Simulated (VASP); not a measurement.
Input:

```xyz
8
Lattice="5.3127 0.0000 0.0000 0.0000 5.3127 0.0000 0.0000 0.0000 5.3127" Properties=species:S:1:pos:R:3 pbc="T T T"
Na     0.0000     0.0000     0.0000
Cl     2.6564     2.6564     2.6564
Cl     0.0000     0.0000     2.6564
Cl     0.0000     2.6564     0.0000
Cl     2.6564     0.0000     0.0000
Li     2.6564     2.6564     0.0000
Li     2.6564     0.0000     2.6564
Li     0.0000     2.6564     2.6564
```

Computed with PBE GGA, VASP's PBE PAW potentials (set 64) (plane waves; VASP). Numerical set-up: 500 eV cut-off, Gaussian smearing of 0.050 eV, potentials Na_pv Cl Li_sv.

Question: Give the energies of bands 13 to 26 at the high-symmetry points, in eV from the valence-band maximum.

Answer: 
| band | Γ | X | M | R |
|---|---|---|---|---|
| 13 | -2.40 | -1.66 | -1.84 | -2.46 |
| 14 | -0.95 | -1.66 | -1.82 | -2.41 |
| 15 | -0.95 | -1.35 | -1.25 | -0.31 |
| 16 | -0.95 | -1.31 | -1.23 | -0.31 |
| 17 | -0.84 | -0.94 | -1.23 | -0.26 |
| 18 | -0.84 | -0.93 | -0.97 | -0.26 |
| 19 | -0.84 | -0.53 | -0.33 | -0.26 |
| 20 | 0.00 | -0.53 | -0.26 | -0.23 |
| 21 | 0.00 | -0.42 | -0.26 | -0.23 |
| 22 | 0.00 | -0.42 | -0.25 | -0.23 |
| 23 | 5.79 | 7.86 | 7.87 | 6.57 |
| 24 | 7.59 | 7.95 | 7.87 | 6.84 |
| 25 | 7.64 | 9.26 | 8.28 | 6.84 |
| 26 | 8.13 | 9.38 | 8.28 | 6.84 |

The gap is direct, 5.79 eV, from the valence maximum at Γ to the conduction minimum at Γ.

The structure was generated: Li3NaCl4 was put into an ordered model structure (Pm-3m), which need not be its known phase. It was relaxed first.
